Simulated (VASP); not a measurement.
All values below come from TPSS meta-GGA, VASP's PBE PAW potentials (set 64) (plane waves; VASP 6.6.1).

A VASP calculation is set up with these files.

### POSCAR
```
SrCl2
1
    0.0000000000     3.5102099339     3.5102099339
    3.5102099339     0.0000000000     3.5102099339
    3.5102099339     3.5102099339     0.0000000000
Sr Cl
1 2
Direct
  0.0000000000   0.0000000000   0.0000000000
  0.2500000000   0.2500000000   0.2500000000
  0.7500000000   0.7500000000   0.7500000000
```

**INCAR**
```
LCHARG  =  F
LORBIT  =  11
LASPH  =  T   # aspherical one-centre terms
LMIXTAU  =  T
LMAXMIX  =  4
LREAL  =  F
PREC  =  Accurate
LWAVE  =  F
METAGGA  =  TPSS
NEDOS  =  601
SYSTEM  =  SrCl2
LEFG  =  T
EDIFF  =  1E-7
NELM  =  100   # most electronic steps
ISMEAR  =  -5
ISIF  =  2   # forces and stress, cell fixed
ENCUT  =  520
ALGO  =  Normal   # blocked Davidson
```

### KPOINTS
```
Automatic mesh
0
Gamma
6 6 6
0 0 0
```

File KPOINTS_OPT:
```
k-points along high-symmetry lines
10
Line-mode
Reciprocal
  0.000000   0.000000   0.000000 ! GAMMA
  0.500000   0.000000   0.500000 ! X

  0.500000   0.000000   0.500000 ! X
  0.625000   0.250000   0.625000 ! U

  0.375000   0.375000   0.750000 ! K
  0.000000   0.000000   0.000000 ! GAMMA

  0.000000   0.000000   0.000000 ! GAMMA
  0.500000   0.500000   0.500000 ! L

  0.500000   0.500000   0.500000 ! L
  0.500000   0.250000   0.750000 ! W

  0.500000   0.250000   0.750000 ! W
  0.500000   0.000000   0.500000 ! X
```

POTCAR, in this order: Sr_sv Cl (PBE.64 set). Program: vasp_std.

Task: What will the output report for the number of irreducible k-points (NKPTS), largest plane-wave count, number of space-group operations, FFT grid (NGX, NGY, NGZ)?

Result: 
The number of irreducible k-points (NKPTS) comes out as 16 and the largest plane-wave count is 2357. The number of space-group operations comes out as 48. The FFT grid (NGX, NGY, NGZ) is 40 × 40 × 40.

The compound is SrCl2 in the fluorite structure. It was relaxed first.
